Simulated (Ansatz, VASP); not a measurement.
# SiW in two plane-wave programs, part 2 of 2

Aim: how closely do two programs agree when they are given the same cell, functional and k mesh? The cell is generated by rule, not measured, and may not be a known phase. The cell is taken from a series of VASP runs on this material, whose earlier steps may have relaxed, scaled or displaced it; both programs get it as it stands.

VASP 6.6.1 and Ansatz 0.2.0.

So far: Set-up; VASP: band structure, PBE; Ansatz: band structure, PBE; Differences; Ansatz: band structure, PBE, spin-orbit coupling.

## (6) VASP: band structure, PBE, spin-orbit coupling

Level of this step: PBE, spin-orbit coupling; plane waves and PAW (W, Si); invented cell (VASP).

The same cell, functional, mesh and smearing now go to VASP, with its own data sets and cutoff.

INCAR reads:

```
SYSTEM = SiW
PREC = Accurate
ENCUT = 400
EDIFF = 1E-06
NELM = 100
ISMEAR = 0
SIGMA = 0.02
LREAL = .FALSE.
ALGO = Normal
GGA = PE
LNONCOLLINEAR = .TRUE.
MAGMOM = 0 0 0 0 0 0
NBANDS = 22
GGA_COMPAT = .FALSE.
LASPH = .TRUE.
LSORBIT = .TRUE.
LMAXMIX = 4
LORBIT = 11
LWAVE = .FALSE.
LCHARG = .FALSE.
KPAR = 4
ISIF = 2
```

POSCAR reads:

```
SiW
1.0
    0.0000000000      2.7600000000      2.7600000000
    2.7600000000      0.0000000000      2.7600000000
    2.7600000000      2.7600000000      0.0000000000
W Si
1 1
Direct
    0.0000000000      0.0000000000      0.0000000000
    0.5000000000      0.5000000000      0.5000000000
```

KPOINTS reads:

```
Automatic mesh
0
Gamma
8 8 8
0 0 0
```

KPOINTS_OPT reads:

```
Line mode
16
Line-mode
Reciprocal
  0.00000000   0.00000000   0.00000000 GAMMA
  0.50000000   0.00000000   0.50000000 X

  0.50000000   0.00000000   0.50000000 X
  0.50000000   0.25000000   0.75000000 W

  0.50000000   0.25000000   0.75000000 W
  0.37500000   0.37500000   0.75000000 K

  0.37500000   0.37500000   0.75000000 K
  0.00000000   0.00000000   0.00000000 GAMMA

  0.00000000   0.00000000   0.00000000 GAMMA
  0.50000000   0.50000000   0.50000000 L

  0.50000000   0.50000000   0.50000000 L
  0.62500000   0.25000000   0.62500000 U

  0.62500000   0.25000000   0.62500000 U
  0.50000000   0.25000000   0.75000000 W

  0.50000000   0.25000000   0.75000000 W
  0.50000000   0.50000000   0.50000000 L

  0.50000000   0.50000000   0.50000000 L
  0.37500000   0.37500000   0.75000000 K

  0.62500000   0.25000000   0.62500000 U
  0.50000000   0.00000000   0.50000000 X
```

PAW data sets: W and Si (PBE family, release 64).

Run with:

```sh
> mpirun -np 4 vasp_ncl
```

Numbers of over 12 decimals in the logs are rounded to 6 here.

The log of the run:

```text
[... set-up lines as in an earlier step ...]
 entering main loop
       N       E                     dE             d eps       ncg     rms          rms(c)
DAV:   1     0.125373926839E+02    0.12537E+02   -0.32518E+03  1308   0.606E+02
DAV:   2    -0.163195852880E+02   -0.28857E+02   -0.26856E+02  1624   0.142E+02
DAV:   3    -0.177741877934E+02   -0.14546E+01   -0.14170E+01  1634   0.266E+01
DAV:   4    -0.177917734053E+02   -0.17586E-01   -0.17567E-01  1586   0.329E+00
[...]
DAV:  11    -0.161886105302E+02   -0.27755E-04   -0.62689E-05  1546   0.658E-02    0.310E-02
DAV:  12    -0.161886056891E+02    0.48411E-05   -0.33913E-06  1558   0.165E-02    0.456E-03
DAV:  13    -0.161886051092E+02    0.57981E-06   -0.21491E-07   908   0.388E-03
   1 F= -.16188605E+02 E0= -.16187955E+02  d E =-.129955E-02  mag=    -0.0000    -0.0000     0.0000
 Start KPOINTS_OPT (optional k-point list driver)
k-point batch [1-29\160]
       N       E                     dE             ncg
DAV:   1     0.148141349772E+04   -0.46868E+04     1276
DAV:   2     0.663863433453E+03   -0.81755E+03     1642
DAV:   3     0.623219130769E+03   -0.40644E+02     1572
DAV:   4     0.622780655840E+03   -0.43847E+00     1506
DAV:   5     0.622774714218E+03   -0.59416E-02     1552
DAV:   6     0.622774600266E+03   -0.11395E-03     1506
DAV:   7     0.622774597841E+03   -0.24248E-05     1384
DAV:   8     0.622774597740E+03   -0.10097E-06     1132
[...]
k-point batch [146-160\160]
       N       E                     dE             ncg
DAV:   1     0.475320940228E+04   -0.40389E+04      660
DAV:   2     0.436982933393E+04   -0.38338E+03      822
DAV:   3     0.435316012883E+04   -0.16669E+02      828
DAV:   4     0.435301732393E+04   -0.14280E+00      750
DAV:   5     0.435301563375E+04   -0.16902E-02      804
DAV:   6     0.435301560546E+04   -0.28291E-04      744
DAV:   7     0.435301560496E+04   -0.49100E-06      684
```

Parts of OUTCAR (step 6):

```text
  Total       -7.5194424     -7.5194424     -7.5194424      0.0000000      0.0000000     -0.0000000
  in kB     -286.5094656   -286.5094656   -286.5094656      0.0000000      0.0000000     -0.0000000
  external PRESSURE =    -286.5094656 kB  Pullay stress =       0.0000000 kB

 POSITION                                       TOTAL-FORCE (eV/Angst)
 -----------------------------------------------------------------------------------
      0.00000      0.00000      0.00000         0.000000     -0.000000     -0.000000
      2.76000      2.76000      2.76000        -0.000000      0.000000      0.000000
 -----------------------------------------------------------------------------------
    total drift:                               -0.000000      0.000000      0.000000

  FREE ENERGIE OF THE ION-ELECTRON SYSTEM (eV)
  ---------------------------------------------------
  free  energy   TOTEN  =       -16.1886051092 eV

  energy  without entropy=      -16.1873055639  energy(sigma->0) =      -16.18795534

 magnetization (x)
# of ion       s       p       d       tot
------------------------------------------
    1        0.000  -0.000  -0.000  -0.000
    2        0.000   0.000   0.000   0.000
--------------------------------------------------
tot          0.000  -0.000  -0.000  -0.000

 magnetization (y)
# of ion       s       p       d       tot
------------------------------------------
    1        0.000  -0.000  -0.000  -0.000
    2        0.000   0.000   0.000   0.000
--------------------------------------------------
tot          0.000  -0.000  -0.000  -0.000

 magnetization (z)
# of ion       s       p       d       tot
------------------------------------------
    1        0.000   0.000   0.000   0.000
    2        0.000   0.000   0.000   0.000
--------------------------------------------------
tot          0.000   0.000   0.000   0.000

[... 1 part as in an earlier step ...]

[... 2 further parts left out ...]
[key lines of the parts left out:]
E-fermi :   5.3144
```

The run ends at a pressure of -28.65 GPa.

## (7) Side by side

What differs besides the data sets and the points named for the pairs above, as far as they apply: spin-orbit coupling enters by fully relativistic files in Ansatz and inside the spheres in VASP; the data sets hold 18 valence electrons in Ansatz (fully relativistic PAW (standard-fr) files) and 10 in VASP. Total energies have different zeros and are not compared.

Compared:

```csv
quantity,Ansatz,VASP,difference
pressure (GPa),-28.12,-28.65,+0.53
```

Levels from 3 eV below to 2 eV above the Fermi level differ by 21 meV r.m.s. and 73 meV at most; each VASP level is matched to the nearest of Ansatz, which flatters the figure a little.

## (8) Results

```json
{"r.m.s. difference of levels near the Fermi level (band structure, PBE)": "18 meV", "difference in pressure (band structure, PBE)": "0.57 GPa", "r.m.s. difference of levels near the Fermi level (band structure, PBE, spin-orbit coupling)": "21 meV", "difference in pressure (band structure, PBE, spin-orbit coupling)": "0.53 GPa"}
```

What this shows: The difference in pressure is 0.57 GPa (band structure, PBE), within the 1 GPa picked in this series as the mark of a large difference. 1 further run of this series is not shown here. Such differences can come from data sets, numerical settings and the points named under the comparisons, not from the functional's error against experiment.

[Lines on the potential files, build, host, timing and source positions are cut from VASP's logs without a mark.]

[Logs are printed without paths, hosts, clocks, repeated set-up lines and the standing remarks that a program may print on its own settings, such as how far it seeks lower states.]

[Hosts, paths, dates, database ids (printed as entryN), source tags and the programs' standing remarks are cut or masked in the printed files.]
